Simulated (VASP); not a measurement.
A VASP calculation is set up with these files.

INCAR:
```
SYSTEM = HgTe
PREC = Accurate
ENCUT = 500
EDIFF = 1E-6
NELM = 100
ALGO = Normal
LREAL = .FALSE.
LASPH = .TRUE.
ISMEAR = 1
SIGMA = 0.1
GGA = PS
LMAXMIX = 6
LWAVE = .FALSE.
LCHARG = .FALSE.
IBRION = 2
ISIF = 3
NSW = 40
EDIFFG = -0.02
PSTRESS = 100
```

**POSCAR**
```
HgTe
1.0
  3.6295945737   0.0000000000   0.0000000000
  0.0000000000   3.6295945737   0.0000000000
  0.0000000000   0.0000000000   3.6295945737
Hg Te
1 1
Cartesian
  0.0000000000   0.0000000000   0.0000000000
  1.8147972868   1.8147972868   1.8147972868
```

File KPOINTS:
```
Automatic
0
G
  10 10 10
0 0 0
```

POTCAR, in this order: Hg Te (PBE.64 set). Program: vasp_std.

Task: Translate this PBEsol calculation to Ansatz.

Result: One equivalent input (not run):
Ansatz 0.2 input:
```yaml
crystal:
  lattice:
    - [3.6295946, 0.0000000, 0.0000000]
    - [0.0000000, 3.6295946, 0.0000000]
    - [0.0000000, 0.0000000, 3.6295946]
  atoms:
    - { symbol: Hg, position: [0.0000000, 0.0000000, 0.0000000] }
    - { symbol: Te, position: [0.5000000, 0.5000000, 0.5000000] }
kpoints:
  mp_grid: { grid: [10, 10, 10] }
hamiltonian:
  xc: pbesol
  pseudopotentials: { kind: paw }
scf:
  occupations: { method: methfessel_paxton, width: 0.1 }
  max_iter: 100
relax:
  max_steps: 40
  f_tol: 0.02
  cell: { p_target: 10 }
output: { forces: true, stress: true, eigenvalues: true }
```
Limits of the translation: each code has its own PAW files, so the cut-off isn't converted (ENCUT is set for VASP's; basis.ecutwfc is left out, and Ansatz then takes the one that its files recommend); Ansatz stops its SCF on the density residual and VASP on the energy change (EDIFF).

The structure was generated: HgTe was put into the CsCl type type (Pm-3m), which need not be its known phase. This run relaxes it under an external pressure of 10 GPa. Symmetry was kept, so distortions that lower it aren't found.
